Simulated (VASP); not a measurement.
Input for VASP

### INCAR
```
! general
SYSTEM  = C
PREC    = Accurate
ENCUT   = 520   ! plane-wave cut-off (eV)
LREAL   = F   ! projection in real space or not
LASPH   = T

! electronic loop
EDIFF   = 1E-6   ! SCF stop (eV)
NELM    = 100   ! most electronic steps
ALGO    = Normal   ! blocked Davidson
LMIXTAU = T

! smearing
ISMEAR  = 0   ! Gaussian
SIGMA   = 0.05

! functional
METAGGA = R2SCAN

! ions
IBRION  = 2
NSW     = 60   ! most ionic steps
ISIF    = 3
EDIFFG  = -0.01   ! ionic stop

! output
LWAVE   = F
LCHARG  = F
```

File KPOINTS:
```
Automatic
0
G
11 11 11
```

**POSCAR**
```
C
1.0
  0.0000000000   1.7803750000   1.7803750000
  1.7803750000   0.0000000000   1.7803750000
  1.7803750000   1.7803750000   0.0000000000
C
2
Cart
  1.7803750000   1.7803750000   1.7803750000
  2.6705625000   2.6705625000   2.6705625000
```

POTCAR, in this order: C (PBE.64 set). Program: vasp_std.

Task: Translate this r2SCAN calculation to Ansatz.

Result: One equivalent input (not run):
Ansatz 0.2 input:
```yaml
crystal:
  lattice:
    - [0.0000000, 1.7803750, 1.7803750]
    - [1.7803750, 0.0000000, 1.7803750]
    - [1.7803750, 1.7803750, 0.0000000]
  atoms:
    - { symbol: C, position: [0.5000000, 0.5000000, 0.5000000] }
    - { symbol: C, position: [0.7500000, 0.7500000, 0.7500000] }
kpoints:
  mp_grid: { grid: [11, 11, 11] }
hamiltonian:
  xc: r2scan
  pseudopotentials: { kind: paw }
scf:
  occupations: { method: gaussian, width: 0.05 }
  max_iter: 100
relax:
  max_steps: 60
  f_tol: 0.01
  cell: {}
output: { forces: true, stress: true, eigenvalues: true }
```
Limits of the translation: each code has its own PAW files, so the cut-off isn't converted (ENCUT is set for VASP's; basis.ecutwfc is left out, and Ansatz then takes the one that its files recommend); Ansatz stops its SCF on the density residual and VASP on the energy change (EDIFF).

The structure comes from a computed database's C entry (Fd-3m); how it stands against other phases isn't given here. This run relaxes it. Symmetry was kept, so distortions that lower it aren't found.
